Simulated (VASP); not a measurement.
Calculation: AM05 GGA, VASP's PBE PAW potentials (set 64) (plane waves; VASP).

VASP ran on this input.

POSCAR:
```
BaHfO3
1.0
  4.1170110322   0.0000000000   0.0000000000
  0.0000000000   4.1170110322   0.0000000000
  0.0000000000   0.0000000000   4.1170110322
Ba Hf O
1 1 3
Cart
  0.0000000000   0.0000000000   0.0000000000
  2.0585055161   2.0585055161   2.0585055161
  2.0585055161   0.0000000000   2.0585055161
  0.0000000000   2.0585055161   2.0585055161
  2.0585055161   2.0585055161   0.0000000000
```

### INCAR
```
ALGO  =  Normal
EDIFF  =  1E-7
ENCUT  =  520
GGA  =  AM
ISIF  =  2
ISMEAR  =  0
LASPH  =  .TRUE.
LCHARG  =  .FALSE.
LMAXMIX  =  6
LREAL  =  .FALSE.
LWAVE  =  .FALSE.
NELM  =  100
PREC  =  Accurate
SIGMA  =  0.05
SYSTEM  =  BaHfO3
```

KPOINTS:
```
Automatic mesh
0
Gamma
5 5 5
0 0 0
```

POTCAR, in this order: Ba_sv Hf_pv O (PBE.64 set). Program: vasp_std.

What VASP printed:

### OSZICAR
```
       N       E                     dE             d eps       ncg     rms          rms(c)
DAV:   1     0.232447703414E+03    0.23245E+03   -0.21650E+04   460   0.161E+03
DAV:   2    -0.385565248122E+02   -0.27100E+03   -0.26556E+03   600   0.349E+02
DAV:   3    -0.501804883027E+02   -0.11624E+02   -0.11601E+02   596   0.719E+01
DAV:   4    -0.503819926512E+02   -0.20150E+00   -0.20145E+00   653   0.885E+00
DAV:   5    -0.503856593145E+02   -0.36667E-02   -0.36665E-02   621   0.818E-01    0.670E+01
DAV:   6    -0.444501696569E+02    0.59355E+01   -0.35752E+01   537   0.357E+01    0.566E+01
DAV:   7    -0.443319002878E+02    0.11827E+00   -0.21924E+00   603   0.100E+01    0.317E+01
DAV:   8    -0.443143618438E+02    0.17538E-01   -0.17708E-01   602   0.369E+00    0.400E+00
DAV:   9    -0.443052145536E+02    0.91473E-02   -0.59354E-02   579   0.160E+00    0.185E+00
DAV:  10    -0.443048266605E+02    0.38789E-03   -0.82580E-03   602   0.610E-01    0.452E-01
DAV:  11    -0.443047700066E+02    0.56654E-04   -0.57108E-04   595   0.164E-01    0.521E-02
DAV:  12    -0.443048156565E+02   -0.45650E-04   -0.93050E-05   619   0.666E-02    0.141E-01
DAV:  13    -0.443048172525E+02   -0.15960E-05   -0.81274E-06   596   0.203E-02    0.932E-03
DAV:  14    -0.443048173795E+02   -0.12696E-06   -0.12111E-06   587   0.710E-03    0.143E-02
DAV:  15    -0.443048173973E+02   -0.17885E-07   -0.46186E-07   540   0.461E-03
   1 F= -.44304817E+02 E0= -.44304817E+02  d E =-.141681E-11
```

### OUTCAR
```
------------------------ aborting loop because EDIFF is reached ----------------------------------------
  FORCE on cell =-STRESS in cart. coord.  units (eV):
  Direction    XX          YY          ZZ          XY          YZ          ZX
  --------------------------------------------------------------------------------------
  Total        2.4134547      2.4134547      2.4134547     -0.0000000      0.0000000     -0.0000000
  in kB       55.4119766     55.4119766     55.4119766     -0.0000000      0.0000000     -0.0000000
  external PRESSURE =      55.4119766 kB  Pullay stress =       0.0000000 kB
  volume of cell :       69.78
      direct lattice vectors                 reciprocal lattice vectors
     4.117011032  0.000000000  0.000000000     0.242894661  0.000000000  0.000000000
     0.000000000  4.117011032  0.000000000     0.000000000  0.242894661  0.000000000
     0.000000000  0.000000000  4.117011032     0.000000000  0.000000000  0.242894661
 POSITION                                       TOTAL-FORCE (eV/Angst)
 -----------------------------------------------------------------------------------
      0.00000      0.00000      0.00000         0.000000      0.000000      0.000000
      2.05851      2.05851      2.05851         0.000000      0.000000      0.000000
      2.05851      0.00000      2.05851         0.000000      0.000000      0.000000
      0.00000      2.05851      2.05851         0.000000      0.000000      0.000000
      2.05851      2.05851      0.00000         0.000000      0.000000      0.000000
 -----------------------------------------------------------------------------------
    total drift:                                0.000000     -0.000000     -0.000000
  FREE ENERGIE OF THE ION-ELECTRON SYSTEM (eV)
  ---------------------------------------------------
  free  energy   TOTEN  =       -44.3048173973 eV

  energy  without entropy=      -44.3048173973  energy(sigma->0) =      -44.30481740
```
(Selected blocks of OUTCAR.)

The compound is BaHfO3 in the cubic perovskite structure. This cell is one point of a volume scan, at 0.97 of the reference volume.
